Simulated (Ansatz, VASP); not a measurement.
# HfGe2N4 (HfGe2N4 monolayer) in two plane-wave programs

Aim: how closely do two programs agree when they are given the same cell, functional and k mesh? The cell is taken from a series of runs on this material, whose earlier steps may have relaxed, scaled, displaced or heated it; both programs get it as it stands.

Main program and level: Ansatz 0.2.0; plane waves, with VASP 6.6.1 beside it; single point at LDA.

## 1. Set-up

The cell holds 7 atoms: 4 N, 2 Ge and 1 Hf. Cell: a = 3.093 Å, b = 3.093 Å, c = 25.209 Å, α = 90.0°, β = 90.0°, γ = 120.0°. Vacuum lies along c.

As a file:

```xyz
7
Lattice="3.0934 0.0000 0.0000 -1.5467 2.6790 0.0000 0.0000 0.0000 25.2086" Properties=species:S:1:pos:R:3
N     0.0000    0.0000    9.0000
N     0.0000    1.7860   11.3974
N     0.0000    1.7860   13.8112
N     0.0000    0.0000   16.2086
Ge    0.0000    1.7860    9.5510
Ge    0.0000    1.7860   15.6576
Hf    0.0000    0.0000   12.6043
```

## 2. VASP: single point, LDA

A single point gives forces, pressure and levels at one fixed geometry, so differences don't come from the geometry; what else differs is listed under the comparison.

Lines of VASP's logs that name or quote its potential files are left out, and so is its time.

INCAR

```
SYSTEM = HfGe2N4
PREC = Accurate
ENCUT = 520
EDIFF = 1E-06
NELM = 120
ISMEAR = -1
SIGMA = 0.05
LREAL = .FALSE.
ALGO = Normal
GGA = PW92
NBANDS = 36
LASPH = .TRUE.
LORBIT = 11
LWAVE = .FALSE.
LCHARG = .FALSE.
ISIF = 2
LDIPOL = .TRUE.
IDIPOL = 3
DIPOL = 0.5 0.5 0.5
LVHAR = .TRUE.
GGA_COMPAT = .FALSE.
EFERMI = MIDGAP
NELMDL = -8
KPAR = 2
```

POSCAR

```
HfGe2N4
1.0
    3.0933890601      0.0000000000      0.0000000000
   -1.5466945300      2.6789535098      0.0000000000
    0.0000000000      0.0000000000     25.2086181684
N Ge Hf
4 2 1
Direct
    0.0000000000      0.0000000000      0.3570207593
    0.3333333333      0.6666666667      0.4521232707
    0.3333333333      0.6666666667      0.5478767293
    0.0000000000      0.0000000000      0.6429792407
    0.3333333333      0.6666666667      0.3788800710
    0.3333333333      0.6666666667      0.6211199290
    0.0000000000      0.0000000000      0.5000000000
```

KPOINTS

```
Automatic mesh
0
Gamma
18 18 1
0 0 0
```

The projector-augmented-wave data sets are N, Ge_d and Hf_pv (LDA family, release 64).

Launch:

```bash
$ mpirun -np 2 vasp_std
```

Numbers of over 12 decimals in the logs are rounded to 6 here.

What it wrote:

```text
[banner, memory and clock lines left out]
running    2 mpi-ranks, on    1 nodes
 distrk:  each k-point on    1 cores,    2 groups
 distr:  one band on    1 cores,    1 groups

 POSCAR found type information on POSCAR N GeHf
 POSCAR found :  3 types and       7 ions
|                                                                             |
|               ----> ADVICE to this user running VASP <----                  |
|                                                                             |
|     You enforced a specific xc type in the INCAR file but a different       |
|     [... a line on the potential file left out ...]
|     I HOPE YOU KNOW WHAT YOU ARE DOING!                                     |
|                                                                             |

 LDA part: xc-table for (Slater(with rela. corr.)+PW92), standard interpolation
 POSCAR, INCAR and KPOINTS ok, starting setup
 FFT: planning ... GRIDC
 FFT: planning ... GRID_SOFT
 FFT: planning ... GRID
 WAVECAR not read
 entering main loop
       N       E                     dE             d eps       ncg     rms          rms(c)
DAV:   1     0.658493373312E+03    0.65849E+03   -0.29550E+04  3408   0.250E+03
DAV:   2     0.386362290195E+02   -0.61986E+03   -0.60128E+03  3164   0.736E+02
DAV:   3    -0.658642230424E+02   -0.10450E+03   -0.10236E+03  3540   0.199E+02
DAV:   4    -0.716636864798E+02   -0.57995E+01   -0.57731E+01  3432   0.590E+01
DAV:   5    -0.718752190249E+02   -0.21153E+00   -0.21121E+00  4048   0.962E+00
DAV:   6    -0.718808552586E+02   -0.56362E-02   -0.56349E-02  4096   0.129E+00
DAV:   7    -0.718809498283E+02   -0.94570E-04   -0.94563E-04  4128   0.155E-01
DAV:   8    -0.718809531834E+02   -0.33551E-05   -0.33552E-05  3992   0.259E-02    0.642E+01
DAV:   9    -0.618370768002E+02    0.10044E+02   -0.47553E+01  3872   0.518E+01    0.544E+01
DAV:  10    -0.616114657597E+02    0.22561E+00   -0.33703E+00  3256   0.100E+01    0.204E+01
DAV:  11    -0.615659990534E+02    0.45467E-01   -0.29273E-01  3696   0.402E+00    0.108E+00
DAV:  12    -0.615629384161E+02    0.30606E-02   -0.48806E-02  3524   0.160E+00    0.844E-01
DAV:  13    -0.615630567260E+02   -0.11831E-03   -0.10247E-02  3564   0.683E-01    0.201E-01
DAV:  14    -0.615630555362E+02    0.11898E-05   -0.22744E-03  3920   0.329E-01    0.199E-01
[...]
DAV:  19    -0.615639922807E+02   -0.22493E-03   -0.41986E-05  2788   0.263E-02    0.604E-03
DAV:  20    -0.615640307462E+02   -0.38466E-04   -0.24908E-06  2672   0.877E-03    0.198E-03
DAV:  21    -0.615640722771E+02   -0.41531E-04   -0.14232E-06  2276   0.515E-03    0.830E-04
DAV:  22    -0.615640810764E+02   -0.87993E-05   -0.27406E-07  2164   0.256E-03    0.632E-04
DAV:  23    -0.615640842419E+02   -0.31655E-05   -0.22070E-07  2172   0.145E-03    0.240E-04
DAV:  24    -0.615640855713E+02   -0.13294E-05   -0.34066E-08  1992   0.807E-04    0.210E-04
DAV:  25    -0.615640874914E+02   -0.19201E-05   -0.75472E-08  2056   0.774E-04    0.202E-04
DAV:  26    -0.615640878570E+02   -0.36556E-06   -0.68241E-09  1764   0.544E-04
   1 F= -.61564088E+02 E0= -.61564088E+02  d E =-.445211E-08
```

OUTCAR, selected parts (step 2):

```text
ion  position               nearest neighbor table
   1  0.000  0.000  0.357-   5 1.87   5 1.87   5 1.87
   2  0.333  0.667  0.452-   5 1.85   7 2.16   7 2.16   7 2.16
   3  0.333  0.667  0.548-   6 1.85   7 2.16   7 2.16   7 2.16
   4  0.000  0.000  0.643-   6 1.87   6 1.87   6 1.87
   5  0.333  0.667  0.379-   2 1.85   1 1.87   1 1.87   1 1.87
   6  0.333  0.667  0.621-   3 1.85   4 1.87   4 1.87   4 1.87
   7  0.000  0.000  0.500-   2 2.16   3 2.16   2 2.16   3 2.16   2 2.16   3 2.16

  LATTYP: Found a hexagonal cell.
 ALAT       =     3.0933890601
 C/A-ratio  =     8.1491909613

 Subroutine GETGRP returns: Found 12 space group operations
 (whereof 12 operations were pure point group operations)

The static configuration has the point symmetry D_3h.

 Found     37 irreducible k-points:

   k-points           NKPTS =     37   k-points in BZ     NKDIM =     37   number of bands    NBANDS=     36

   dimension x,y,z NGX =    24 NGY =   24 NGZ =  192
   dimension x,y,z NGXF=    48 NGYF=   48 NGZF=  384

   ENCUT  =  520.0 eV  38.22 Ry    6.18 a.u.   5.75  5.75 46.87*2*pi/ulx,y,z

   NELECT =      58.0000    total number of electrons

 k-points in reciprocal lattice and weights: Automatic mesh
   0.00000000  0.00000000  0.00000000       0.003
   0.05555556  0.00000000  0.00000000       0.019
   0.11111111  0.00000000  0.00000000       0.019
   0.16666667  0.00000000  0.00000000       0.019
   0.22222222 -0.00000000  0.00000000       0.019
   0.27777778 -0.00000000  0.00000000       0.019
   0.33333333  0.00000000  0.00000000       0.019
   0.38888889 -0.00000000  0.00000000       0.019
   0.44444444 -0.00000000  0.00000000       0.019
[...]
0.33333333  0.27777778  0.00000000       0.037
   0.33333333  0.33333333  0.00000000       0.006

 dipolmoment           0.000000      0.000000     -0.000000 electrons x Angstroem

 average (electrostatic) potential at core
       1 -69.7668       2 -68.8117       3 -68.8117       4 -69.7668       5 -81.8605
       6 -81.8605       7 -43.2431

 E-fermi :  -1.3903

 k-point     1 :       0.0000    0.0000    0.0000
  band No.  band energies     occupation
    ...
     25      -3.9865      2.00000
     26      -3.9865      2.00000
     27      -2.9154      2.00000
     28      -2.9154      2.00000
     29      -2.6254      2.00000
     30      -0.4414      0.00000
     31       0.6941      0.00000
     32       2.1000      0.00000
     33       3.1110      0.00000
     34       3.7093      0.00000
    ...

 k-point     2 :       0.0556    0.0000    0.0000
  band No.  band energies     occupation
    ...
     25      -4.0437      2.00000
     26      -4.0008      2.00000
     27      -3.0189      2.00000
     28      -2.9646      2.00000
     29      -2.4932      2.00000
     30      -0.2130      0.00000
     31       0.8556      0.00000
     32       1.8950      0.00000
     33       3.2937      0.00000
     34       3.7323      0.00000
    ...

 k-point     3 :       0.1111    0.0000    0.0000
  band No.  band energies     occupation
    ...
     25      -3.9793      2.00000
     26      -3.9318      2.00000
     27      -3.1700      2.00000
     28      -3.1028      2.00000
     29      -2.3858      2.00000
     30       0.2325      0.00000
     31       1.2453      0.00000
     32       1.4984      0.00000
     33       3.7389      0.00000
     34       3.7975      0.00000
    ...

  Total        0.0477429      0.0477429     -0.0323762      0.0000000      0.0000000      0.0000000
  in kB        0.3661599      0.3661599     -0.2483065      0.0000000      0.0000000      0.0000000
  external PRESSURE =       0.1613378 kB  Pullay stress =       0.0000000 kB

  energy-cutoff  :      520.00
  volume of cell :      208.90
      direct lattice vectors                 reciprocal lattice vectors
     3.093389060  0.000000000  0.000000000     0.323270038  0.186640044  0.000000000
    -1.546694530  2.678953510  0.000000000     0.000000000  0.373280087  0.000000000
     0.000000000  0.000000000 25.208618168     0.000000000  0.000000000  0.039668973

 POSITION                                       TOTAL-FORCE (eV/Angst)
 -----------------------------------------------------------------------------------
      0.00000      0.00000      9.00000        -0.000000     -0.000000     -0.028495
     -0.00000      1.78597     11.39740         0.000000     -0.000000      0.124858
     -0.00000      1.78597     13.81122        -0.000000      0.000000     -0.124858
      0.00000      0.00000     16.20862        -0.000000     -0.000000      0.028495
     -0.00000      1.78597      9.55104         0.000000      0.000000     -0.021927
     -0.00000      1.78597     15.65758         0.000000     -0.000000      0.021927
      0.00000      0.00000     12.60431         0.000000     -0.000000      0.000000
 -----------------------------------------------------------------------------------
    total drift:                                0.000002     -0.000001     -0.000000

  FREE ENERGIE OF THE ION-ELECTRON SYSTEM (eV)
  ---------------------------------------------------
  free  energy   TOTEN  =       -61.5640878570 eV

  energy  without entropy=      -61.5640878525  energy(sigma->0) =      -61.56408785

 vacuum level on the upper side and lower side of the slab         4.716         4.716

 total charge
# of ion       s       p       d       tot
------------------------------------------
    1        1.219   2.494   0.000   3.713
    2        1.233   2.539   0.000   3.773
    3        1.233   2.539   0.000   3.773
    4        1.219   2.494   0.000   3.713
    5        1.021   1.338  10.333  12.692
    6        1.021   1.338  10.333  12.692
    7        0.362   6.749   1.747   8.858
--------------------------------------------------
tot          7.308  19.493  22.413  49.214

[... 3 further parts left out ...]
```

[end of part 1 of 2]

[Lines on the potential files, build, host, timing and source positions are cut from VASP's logs without a mark.]

[Logs are printed without paths, hosts, clocks, repeated set-up lines and the standing remarks that a program may print on its own settings, such as how far it seeks lower states.]

[Hosts, paths, dates, database ids (printed as entryN), source tags and the programs' standing remarks are cut or masked in the printed files.]
